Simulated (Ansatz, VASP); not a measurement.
# Cross-check of Bi (Bismuth) between VASP and Ansatz, part 2 of 2

Aim: how closely do two programs agree when they are given the same cell, functional and k mesh? Of the first pair: The structure shown is the start of the Ansatz relaxation below; VASP solves that cell, so the two are compared at the walk's first step.

VASP 6.6.1 and Ansatz 0.2.0.

So far. Step 3 (VASP: single point, LDA, start cell, pair 1): The run ends at a pressure of -1.69 GPa, with forces up to 0.058 eV/Å. Step 6 (VASP: single point, LDA, relaxed cell, pair 2): The run ends at a pressure of -1.38 GPa, with forces up to 0.019 eV/Å.

## (8) VASP: zone-centre phonons, LDA

Level of this step: LDA; plane waves and PAW (Bi_d) (VASP).

Second derivatives magnify differences that forces hide, and they need a tight electronic threshold. The cell compared in this pair holds 60.34 Å³, against 69.73 Å³ for the pair before.

INCAR reads:

```
SYSTEM = Bi
PREC = Accurate
ENCUT = 500
EDIFF = 1E-08
NELM = 120
ISMEAR = 1
SIGMA = 0.2
LREAL = .FALSE.
ALGO = Normal
GGA = CA
NBANDS = 21
LORBIT = 11
LWAVE = .FALSE.
LCHARG = .FALSE.
ISIF = 2
IBRION = 8
LASPH = .TRUE.
GGA_COMPAT = .FALSE.
KPAR = 2
```

POSCAR reads:

```
Bi
1.0
    2.1900271079      1.2644127403      3.6318196687
   -2.1900271079      1.2644127403      3.6318196687
    0.0000000000     -2.5288254806      3.6318196688
Bi
2
Direct
    0.2420589673      0.2420589673      0.2420589673
    0.7579410327      0.7579410327      0.7579410327
```

KPOINTS reads:

```
Automatic mesh
0
Gamma
12 12 12
0 0 0
```

Potentials, in the order of the species: Bi_d (LDA family, release 64).

Command:

```sh
mpirun -np 2 vasp_std
```

Numbers of over 12 decimals in the logs are rounded to 6 here.

What it wrote:

```text
[... set-up lines as in an earlier step ...]
 entering main loop
       N       E                     dE             d eps       ncg     rms          rms(c)
DAV:   1     0.304811925950E+03    0.30481E+03   -0.16142E+04  7948   0.177E+03
DAV:   2     0.162750389563E+02   -0.28854E+03   -0.28219E+03  8028   0.450E+02
DAV:   3    -0.814949368404E+01   -0.24425E+02   -0.24064E+02  9447   0.147E+02
DAV:   4    -0.899209029580E+01   -0.84260E+00   -0.84158E+00  9463   0.295E+01
[...]
DAV:  10    -0.900590338177E+01    0.81162E-07   -0.22595E-06 11178   0.132E-02    0.156E-03
DAV:  11    -0.900590342820E+01   -0.46434E-07   -0.10860E-07  9671   0.231E-03    0.549E-04
DAV:  12    -0.900590342848E+01   -0.27376E-09   -0.11349E-08  6621   0.108E-03
   1 F= -.90059034E+01 E0= -.90064826E+01  d E =0.173763E-02
 Linear response reoptimize wavefunctions to high precision
DAV:   1    -0.900590342840E+01    0.77762E-10   -0.19616E-09  5510   0.469E-04
DAV:   2    -0.900590342845E+01   -0.53660E-10   -0.45049E-10  4954   0.252E-04
 Linear response DOF=           2
 Linear response progress:
[...]
RMM:  14    -0.338885510101E+00    0.59176E-07    0.25141E-08 71212   0.103E-04    0.838E-07
RMM:  15    -0.338885488375E+00    0.21726E-07    0.42566E-09 76955   0.929E-05    0.170E-07
RMM:  16    -0.338885493405E+00   -0.50304E-08   -0.31451E-09 66545   0.886E-05    0.298E-07
 first order change of Fermi-energy  -0.85698E-05
 force on displaced ion       1 direction 1 :  -0.904   0.000   0.000
 Linear response progress:
  Degree of freedom:   2/  2
       N       E                     dE             d eps       ncg     rms          rms(c)
RMM:   1    -0.329680645849E+00   -0.32968E+00    0.29407E-01 10481   0.862E+00
RMM:   2    -0.338541437767E+00   -0.88608E-02   -0.21812E-02 13598   0.124E+00    0.487E-02
RMM:   3    -0.338762156409E+00   -0.22072E-03   -0.17827E-03 14523   0.349E-01    0.269E-02
RMM:   4    -0.338664164479E+00    0.97992E-04   -0.16292E-04 14864   0.111E-01    0.577E-03
[...]
RMM:  12    -0.338684526424E+00    0.58883E-07    0.19564E-08 15493   0.156E-04    0.182E-06
RMM:  13    -0.338684500109E+00    0.26315E-07    0.81998E-09 15258   0.116E-04    0.108E-06
RMM:  14    -0.338684493957E+00    0.61513E-08    0.47735E-09 16070   0.989E-05    0.468E-07
 first order change of Fermi-energy  -0.14894E+00
 force on displaced ion       1 direction 3 :   0.000   0.000  -3.112
 Linear response finished
```

From OUTCAR (step 8):

```text
  Total        2.3558089      2.3558089      2.3507369      0.0000000     -0.0000000      0.0000000
  in kB       62.5513617     62.5513617     62.4166897      0.0000000     -0.0000000      0.0000000
  external PRESSURE =      62.5064710 kB  Pullay stress =       0.0000000 kB

 POSITION                                       TOTAL-FORCE (eV/Angst)
 -----------------------------------------------------------------------------------
      0.00000      0.00000      2.63734         0.000000      0.000000      0.015277
      0.00000      0.00000      8.25812         0.000000      0.000000     -0.015277
 -----------------------------------------------------------------------------------
    total drift:                               -0.000000      0.000000      0.000000

[... 1 part as in an earlier step ...]

[... 1 further part left out ...]
```

## (9) Ansatz: zone-centre phonons, LDA

The same cell, functional (in two slightly different forms), mesh and smearing now go to Ansatz, which takes its cutoff from its data sets.

The cell is taken from a series of runs on this material, whose earlier steps may have relaxed, scaled, displaced or heated it; both programs get it as it stands.

input.yaml reads:

```yaml
crystal:
  lattice:
    - [2.1900271079, 1.2644127403, 3.6318196687]
    - [-2.1900271079, 1.2644127403, 3.6318196687]
    - [0.0, -2.5288254806, 3.6318196688]
  atoms:
    - { symbol: Bi, position: [0.2420589673, 0.2420589673, 0.2420589673] }
    - { symbol: Bi, position: [0.7579410327, 0.7579410327, 0.7579410327] }
kpoints:
  mp_grid: { grid: [12, 12, 12] }
hamiltonian:
  xc: lda
  pseudopotentials: { kind: paw, azcp: { folder: soft_1 }, xc_functional: pbe }
scf:
  occupations: { method: methfessel_paxton, width: 0.2 }
output:
  eigenvalues: true
phonons:
  method: dfpt
```

Command:

```sh
ansatz run input.yaml --threads 4 --pin off --max-ram 10240MiB --backend cpu --events-out ev --progress --plain --runs-dir out
```

What it wrote:

```text
[...]
Crystal: 2 atoms, lattice volume = 60.341 Å³
Basis set: ecut = 420 eV, 1231 PW (Γ), exchange–correlation on 60×60×60 points (8 copies of the dense FFT grid, shifted against one another)
Bands: 19, of which v1, the nominal top of the filled ones, is band 15 counted from 1 (14 counted from 0)
Symmetry: 12 space group operations
k-points: 476 of 1728 (irreducible under 2 space group operations, time reversal used)
[...]
k mesh reduced under 2 symmetry operations, with k and −k counted as one. Each operation leaves every solved perturbation unchanged. A smaller set is not used because it would not reduce the number of displacements times k-points to solve
  ASR residual: 3.270e-4 → 0.000e0 eV/Å²; symmetrization residual: 2.957e-5 eV/Å²
  ASR residual per site (eV/Å²): 3.27e-4 3.27e-4
  Γ frequencies (cm⁻¹): 0.00 0.00 0.00 47.40 47.40 89.02
  non-analytic LO–TO correction: not included (Born effective charges unavailable; polar crystals: no LO–TO splitting at Γ)
[key lines of the parts left out:]
SCF converged after 9 iterations
Free energy (F): -24175.572285 eV
Fermi energy:    11.884103 eV
```

## (10) Side by side

The two programs side by side:

```
                  quantity  Ansatz  VASP  difference
optical mode 1 to 2 (cm⁻¹)    47.4  48.5        -1.1
     optical mode 3 (cm⁻¹)    89.0  90.0     -1.08 %
```

Modes are paired by rising frequency, not by their patterns, so a pair may set unlike modes beside each other; they are those without the splitting of longitudinal modes.

## (11) Summary of results

```json
{"r.m.s. force difference (single point, LDA, start cell, pair 1)": "10 meV/Å", "difference in pressure (single point, LDA, relaxed cell, pair 2)": "-0.067 GPa", "r.m.s. force difference (single point, LDA, relaxed cell, pair 2)": "11 meV/Å", "r.m.s. difference of the optical zone-centre modes, each program's sorted by frequency (zone-centre phonons, LDA)": "1.1 cm⁻¹", "difference in optical mode 3 (zone-centre phonons, LDA)": "-1.1 %"}
```

**Reading.** The r.m.s. force difference is 11 meV/Å (single point, LDA, relaxed cell, pair 2), within the 12 meV/Å picked in this series as the mark of a large difference. Among the rows given in per cent, the largest difference of the zone-centre phonons, LDA pair is in optical mode 3, -1.1 %. Such differences can come from data sets, numerical settings and the points named under the comparisons, not from the functional's error against experiment.

[Lines on the potential files, build, host, timing and source positions are cut from VASP's logs without a mark.]

[Logs are printed without paths, hosts, clocks, repeated set-up lines and the standing remarks that a program may print on its own settings, such as how far it seeks lower states.]

[Hosts, paths, dates, database ids (printed as entryN), source tags and the programs' standing remarks are cut or masked in the printed files.]
